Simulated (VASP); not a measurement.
All values below come from vdW-DF-cx, VASP's PBE PAW potentials (set 64) (plane waves; VASP).

A VASP calculation is set up with these files.

POSCAR:
```
MnO2
1
    4.2910172293     0.0000000000     0.0000000000
    0.0000000000     4.2910172293     0.0000000000
    0.0000000000     0.0000000000     2.7855539971
Mn O
2 4
Direct
  0.0000000000   0.0000000000   0.0000000000
  0.5000000000   0.5000000000   0.5000000000
  0.3032167618   0.3032167618   0.0000000000
  0.8032167618   0.1967832382   0.5000000000
  0.1967832382   0.8032167618   0.5000000000
  0.6967832382   0.6967832382   0.0000000000
```

### INCAR
```
ISMEAR=1
LUSE_VDW=.TRUE.
IBRION=2   ! conjugate gradients
GGA=CX
ISIF=4   ! ions and shape, fixed volume
AGGAC=0.0
LREAL=.FALSE.   ! projection in real space or not
PREC=Accurate
NELM=100
LWAVE=.FALSE.
ALGO=Normal
LORBIT=10
LCHARG=.FALSE.
SIGMA=0.1   ! width (eV)
LASPH=.TRUE.
EDIFF=1E-7   ! SCF stop (eV)
ENCUT=520   ! plane-wave cut-off (eV)
NSW=30
LMAXMIX=4
ISPIN=2   ! spin-polarised
EDIFFG=-0.01   ! ionic stop
MAGMOM=2.4 -2.4 -0.0 0.0 0.0 -0.0
SYSTEM=MnO2
```

**KPOINTS**
```
Automatic mesh
0
Gamma
7 7 11
0 0 0
```

POTCAR, in this order: Mn_pv O (PBE.64 set). Program: vasp_std.

**Question.** Predict the energy per atom (σ→0), cell moment, band gap (on the k-mesh).

**Answer.** 
The energy per atom (σ→0) comes out as -5.963 eV/atom and the cell moment is 0.00 μB. The band gap (on the k-mesh) is none (metal, semimetal or under 0.01 eV).

File OSZICAR:
```
...
DAV:   2    -0.357795218743E+02    0.19597E-03   -0.63867E-04  7702   0.301E-01    0.101E-01
DAV:   3    -0.357794680883E+02    0.53786E-04   -0.30036E-04  9460   0.236E-01    0.665E-02
DAV:   4    -0.357794342963E+02    0.33792E-04   -0.10344E-04  9448   0.120E-01    0.267E-02
DAV:   5    -0.357794334123E+02    0.88403E-06   -0.10157E-05  7614   0.339E-02    0.126E-02
DAV:   6    -0.357794333008E+02    0.11148E-06   -0.13793E-06  8952   0.102E-02    0.589E-03
DAV:   7    -0.357794331369E+02    0.16392E-06   -0.25215E-07  6346   0.541E-03    0.227E-03
DAV:   8    -0.357794332271E+02   -0.90196E-07   -0.42504E-08  3618   0.231E-03
   4 F= -.35779433E+02 E0= -.35779350E+02  d E =-.117091E-03  mag=    -0.0000
```

The compound is MnO2 in the rutile structure. This cell is one point of a volume scan, at 0.94 of the reference volume. Symmetry was kept, so distortions that lower it aren't found.
